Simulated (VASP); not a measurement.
All values below come from r2SCAN meta-GGA, VASP's PBE PAW potentials (set 64) (plane waves; VASP).

Input for VASP

### KPOINTS
```
Automatic mesh
0
Gamma
12 12 12
0 0 0
```

POSCAR:
```
Na
1
   -2.0631181138     2.0631181138     2.0631181138
    2.0631181138    -2.0631181138     2.0631181138
    2.0631181138     2.0631181138    -2.0631181138
Na
1
Direct
  0.0000000000   0.0000000000   0.0000000000
```

**INCAR**
```
SYSTEM = Na
PREC = Accurate; ENCUT = 480; LREAL = F
LASPH = T
EDIFF = 1E-7; NELM = 100; ALGO = Normal
LMIXTAU = T
ISMEAR = 1; SIGMA = 0.1
METAGGA = R2SCAN
ISIF = 2
LWAVE = F; LCHARG = F
```

POTCAR, in this order: Na_pv (PBE.64 set). Program: vasp_std.

The run wrote:

File OUTCAR:
```
 ion  position               nearest neighbor table
   1  0.000  0.000  0.000-
  LATTYP: Found a body centered cubic cell.
 ALAT       =     4.1262362276
 Subroutine PRICEL returns:
 Original cell was already a primitive cell.
 Subroutine GETGRP returns: Found 48 space group operations
The static configuration has the point symmetry O_h .
The dynamic configuration has the point symmetry O_h .
 Subroutine INISYM returns: Found 48 space group operations
 Subroutine IBZKPT returns following result:
 Found     72 irreducible k-points:

 Following reciprocal coordinates:
            Coordinates               Weight
  0.000000  0.000000  0.000000      1.000000
  0.083333  0.000000  0.000000     12.000000
  0.166667  0.000000  0.000000     12.000000
  0.250000  0.000000  0.000000     12.000000
  0.333333  0.000000  0.000000     12.000000
  0.416667  0.000000  0.000000     12.000000
  0.500000  0.000000  0.000000      6.000000
  0.083333  0.083333  0.000000     24.000000
  0.166667  0.083333  0.000000     48.000000
  0.250000  0.083333  0.000000     48.000000
...
```

**OSZICAR**
```
       N       E                     dE             d eps       ncg     rms          rms(c)
DAV:   1     0.174454919378E+02    0.17445E+02   -0.39439E+03  1015   0.822E+02
DAV:   2    -0.358432098363E+01   -0.21030E+02   -0.21029E+02  1029   0.143E+02
DAV:   3    -0.400951530558E+01   -0.42519E+00   -0.42519E+00  1274   0.290E+01
DAV:   4    -0.401343686586E+01   -0.39216E-02   -0.39216E-02  1309   0.246E+00
DAV:   5    -0.401348274467E+01   -0.45879E-04   -0.45879E-04  1253   0.218E-01    0.196E-01
DAV:   6    -0.328996779468E+01    0.72351E+00   -0.16547E-01  1022   0.777E+00    0.336E-01
DAV:   7    -0.353957490538E+01   -0.24961E+00   -0.22143E-01  1036   0.515E+00    0.253E-01
DAV:   8    -0.350151150586E+01    0.38063E-01   -0.14917E-02  1008   0.119E+00    0.320E-01
DAV:   9    -0.356088259666E+01   -0.59371E-01   -0.32177E-02  1036   0.276E+00    0.397E-02
DAV:  10    -0.355516374383E+01    0.57189E-02   -0.39334E-03  1008   0.112E+00    0.611E-02
DAV:  11    -0.356120347668E+01   -0.60397E-02   -0.12625E-03  1008   0.562E-01    0.402E-02
DAV:  12    -0.354765138031E+01    0.13552E-01   -0.32616E-03  1008   0.736E-01    0.143E-02
DAV:  13    -0.354620139022E+01    0.14500E-02   -0.68128E-04  1008   0.181E-01    0.119E-02
DAV:  14    -0.354620739567E+01   -0.60055E-05   -0.78079E-06  1344   0.247E-02    0.118E-02
DAV:  15    -0.354642704173E+01   -0.21965E-03   -0.49648E-05  1015   0.496E-02    0.842E-03
DAV:  16    -0.354644146489E+01   -0.14423E-04   -0.61535E-06  1036   0.254E-02    0.659E-03
DAV:  17    -0.354629181881E+01    0.14965E-03   -0.45849E-05  1022   0.531E-02    0.640E-03
DAV:  18    -0.354632474738E+01   -0.32929E-04   -0.18456E-06  1078   0.171E-02    0.744E-03
DAV:  19    -0.354635453411E+01   -0.29787E-04   -0.99161E-07  1008   0.918E-03    0.840E-03
DAV:  20    -0.354635363770E+01    0.89641E-06   -0.70571E-09  1246   0.105E-03    0.837E-03
DAV:  21    -0.354633594410E+01    0.17694E-04   -0.61225E-07  1008   0.680E-03    0.776E-03
DAV:  22    -0.354628893448E+01    0.47010E-04   -0.40132E-07  1050   0.737E-03    0.648E-03
DAV:  23    -0.354607010486E+01    0.21883E-03   -0.78038E-06  1015   0.330E-02    0.987E-04
DAV:  24    -0.354605925141E+01    0.10853E-04   -0.39785E-07  1022   0.560E-03    0.713E-04
DAV:  25    -0.354604660775E+01    0.12644E-04   -0.13900E-07  1022   0.304E-03    0.479E-04
DAV:  26    -0.354603836370E+01    0.82441E-05   -0.87972E-08  1036   0.460E-03    0.161E-04
DAV:  27    -0.354604094623E+01   -0.25825E-05   -0.94036E-09   679   0.153E-03    0.421E-05
DAV:  28    -0.354603988349E+01    0.10627E-05   -0.32215E-09   553   0.763E-04    0.155E-05
DAV:  29    -0.354603927881E+01    0.60468E-06   -0.86803E-10   546   0.459E-04    0.111E-05
DAV:  30    -0.354603937772E+01   -0.98915E-07   -0.64601E-10   553   0.281E-04
   1 F= -.35460394E+01 E0= -.35457886E+01  d E =-.752320E-03
```

File OUTCAR:
```
------------------------ aborting loop because EDIFF is reached ----------------------------------------
  FORCE on cell =-STRESS in cart. coord.  units (eV):
  Direction    XX          YY          ZZ          XY          YZ          ZX
  --------------------------------------------------------------------------------------
  Total        0.1179309      0.1179309      0.1179309     -0.0000000      0.0000000     -0.0000000
  in kB        5.3790557      5.3790557      5.3790557     -0.0000000      0.0000000     -0.0000000
  external PRESSURE =       5.3790557 kB  Pullay stress =       0.0000000 kB
  volume of cell :       35.13
      direct lattice vectors                 reciprocal lattice vectors
    -2.063118114  2.063118114  2.063118114     0.000000000  0.242351612  0.242351612
     2.063118114 -2.063118114  2.063118114     0.242351612  0.000000000  0.242351612
     2.063118114  2.063118114 -2.063118114     0.242351612  0.242351612  0.000000000
 POSITION                                       TOTAL-FORCE (eV/Angst)
 -----------------------------------------------------------------------------------
      0.00000      0.00000      0.00000         0.000000     -0.000000     -0.000000
 -----------------------------------------------------------------------------------
    total drift:                                0.000000     -0.000000      0.000000
  FREE ENERGIE OF THE ION-ELECTRON SYSTEM (eV)
  ---------------------------------------------------
  free  energy   TOTEN  =        -3.5460393777 eV

  energy  without entropy=       -3.5452870576  energy(sigma->0) =       -3.54578860
```
(Selected blocks of OUTCAR.)

The compound is Na in the bcc structure. This cell was strained or had an atom moved on purpose.
